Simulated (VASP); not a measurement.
Set up this calculation in VASP 6.6.1, as the native input.

- Task: Born charges and dielectric tensor
- Functional: PBE
- Potentials or basis: VASP PAW PBE potentials, release 64 (Zn, Se)
- Cutoff: 350 eV
- k mesh: 10 × 10 × 10
- Occupations: gaussian, width 0.02 eV
- Spin: no spin polarisation
- Further INCAR settings: ALGO = Normal; EDIFF = 1e-08; IBRION = 8; NSW = 1

The structure of ZnSe lies in POSCAR:

```
ZnSe                                    
1.0
   -0.0000000000      2.8664952140      2.8664952140
    2.8664952140      0.0000000000      2.8664952140
    2.8664952140      2.8664952140      0.0000000000
  Zn              Se            
     1     1
Direct
     1.0000000000000000    1.0000000000000000    0.0000000000000000
     0.2500000000000000    0.2500000000000000    0.2500000000000000
```

These files were run (other wordings do the same):

INCAR

```
ALGO = Normal
EDIFF = 1E-8
ENCUT = 350
GGA = PE
IBRION = 8
ISIF = 2
ISMEAR = 0
LASPH = T
LCHARG = F
LEPSILON = T
LREAL = F
LWAVE = F
NELM = 80
NSW = 1
PREC = Accurate
SIGMA = 0.02
```

KPOINTS

```
k-points
0
Gamma
  10 10 10
```

Potentials or basis: VASP PAW PBE potentials, release 64 (Zn, Se).

Launch:

```sh
$ cat potpaw_PBE.64/Zn/POTCAR potpaw_PBE.64/Se/POTCAR > POTCAR
$ mpirun -np 1 vasp_std > vasp.out
```

Results of the run:

```json
{"Band gap on the k mesh": "1.15 eV, direct", "Electronic dielectric tensor (diagonal)": "7.62", "Born charges (mean of the diagonal)": "Zn +2.12; Se -2.12 e", "Highest phonon frequency at Γ, LO-TO splitting left out": "196 cm⁻¹"}
```

It took 10 min on 1 thread of Intel(R) Xeon(R) Platinum 8488C (Sapphire Rapids) (shared host), peak memory 0.3 GiB.
